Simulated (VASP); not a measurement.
# HfPb2 under changes of volume

One of the cells (27.307 Å³/atom); the others are scaled copies at fixed shape and fractional positions:

```
Hf Pb
1.0
     3.43122    0.00000    0.00000
    -1.71562    2.97153    0.00000
     0.00000    0.00000    8.03462
Hf Pb
1 2
Cartesian
  0.0000 0.0000 0.0000
  0.0000 1.9810 2.5422
  1.7156 0.9905 5.4925
```

The cell was built by a generator and needn't be a form met in nature.

```yaml
Program: VASP 6.6.1
Functional: PBE
Potentials_or_basis: VASP PAW PBE potentials, release 64 (Hf_pv, Pb_d)
Cutoff: 520 eV
k_mesh: 9 × 9 × 4
Occupations: fermi-dirac, width 0.05 eV
Spin: no spin polarisation
```

```tsv
volume (Å³/atom)	energy over the lowest point (meV/atom)	pressure (GPa)	largest force (eV/Å)
25.165	17.82	4.3	0.136
25.701	6.20	2.6	0.078
26.236	0.00	1.1	0.024
27.307	1.61	-1.5	0.075
27.842	?	?	?
28.378	18.71	-3.6	0.166
```

**Question.** What does the run at 27.842 Å³/atom give?

**Answer.** Energy over the lowest point 8.43 meV/atom; pressure -2.6 GPa; largest force 0.122 eV/Å.

Worked out: A Birch-Murnaghan fit of order 3 (a polynomial in V^(-2/3)) to the other rows has its minimum at 26.66 Å³/atom with B0 = V·E''(V) = 66 GPa and B' = 4.6 at fixed shape and positions, which overstates the stiffness. It gives 8.43 meV/atom at 27.842 Å³/atom, against the run's 8.43, and -dE/dV = -2.6 GPa, against -2.6.

Energies are extrapolated to zero smearing.
